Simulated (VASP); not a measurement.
Consider the following.

```yaml
crystal:
  lattice:
    - [3.94942, -0.00180, 0.00276]
    - [1.97155, 3.42441, 0.00277]
    - [0.02180, 0.03073, 9.42759]
  atoms:
    - { symbol: In, position: [0.33289, 0.33279, 0.80437] }
    - { symbol: In, position: [0.66711, 0.66721, 0.19563] }
    - { symbol: Se, position: [0.00000, 0.00000, 0.00000] }
    - { symbol: Se, position: [0.33337, 0.33191, 0.33782] }
    - { symbol: Se, position: [0.66663, 0.66809, 0.66218] }
```

These are PBEsol GGA, VASP's PBE PAW potentials (set 64) (plane waves; VASP 6.6.1) values and carry that method's errors. Numerical set-up: 400 eV cut-off, Gaussian smearing of 0.050 eV, potentials In_d Se.

Without a dispersion term in the relaxation, distances and binding between the weakly bound layers, chains or molecules are unreliable, and so is what depends on them. Unless said otherwise, spin-orbit coupling is left out, though it shifts the bands of the heavy elements here.

Q: Estimate the band gap (along the path) with the smallest direct gap where there is one.

A: 
```yaml
band gap (along the path): none (metal, semimetal or under 0.01 eV)
```

Total energies compare only between runs with the same potentials, cut-off and functional.

The structure comes from a computed database's In2Se3 entry; how it stands against other phases isn't given here. It was relaxed first, which changed the volume by -6 %.
